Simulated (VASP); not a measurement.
Wanted: the native input for a VASP 6.6.1 run.

```
Task                   : single point
Functional             : PBE
Potentials or basis    : VASP PAW PBE potentials, release 64 (Ru_pv, Hf_pv)
Cutoff                 : 520 eV
k mesh                 : 3 × 3 × 3
Occupations            : fermi-dirac, width 0.1 eV
Spin                   : no spin polarisation
Dipole correction      : no
Further INCAR settings : ALGO = Fast; EDIFF = 1e-06; NBANDS = 58
```

The structure of HfRu lies in POSCAR:

```
HfRu
1.0
    5.2705610000      0.1286840000      0.0935650000
   -0.7872520000      4.9348230000     -0.7066080000
    1.0731120000      0.3451780000      5.5905610000
Ru Hf
4 4
Direct
    0.3373303711      0.0829333235      0.1063124137
    0.6745379470      0.5110792269      0.5191878825
    0.8336868633      0.1654295488      0.1857571953
    0.3213384426      0.6455669350      0.8552350523
    0.9733065140      0.2550489411      0.7216324441
    0.4424653894      0.0155099232      0.5377140437
    0.1841672446      0.5488848523      0.3183488776
    0.7380041600      0.6426954813      0.0651091025
```

The cell was built by a generator and needn't be a form met in nature.

One way to write it, as run:

INCAR

```
  PREC = Accurate
  ENCUT = 520
  EDIFF = 1E-6
  ISMEAR = -1
  SIGMA = 0.1
  LREAL = F
  LASPH = T
  NELM = 100
  ALGO = Fast
  ISIF = 2
  LWAVE = F
  LCHARG = F
  GGA = PE
  NBANDS = 58
```

KPOINTS

```
Automatic mesh
0
Gamma
  3 3 3
```

Potentials or basis: VASP PAW PBE potentials, release 64 (Ru_pv, Hf_pv).

Launch:

```bash
$ cat potpaw_PBE.64/Ru_pv/POTCAR potpaw_PBE.64/Hf_pv/POTCAR > POTCAR
$ mpirun -np 1 vasp_std > vasp.out
```

It gave:

```
Pressure               : 7.3 GPa
Largest force          : 2.038 eV/Å
Band gap on the k mesh : none (metal or under the smearing width)
```

Caveat: the k mesh is coarse (spacing up to 0.42 Å⁻¹), so the values aren't converged.

Run time: 2.7 min on 1 thread of Intel(R) Xeon(R) Platinum 8488C (Sapphire Rapids), on a shared host, peak memory 0.29 GiB.
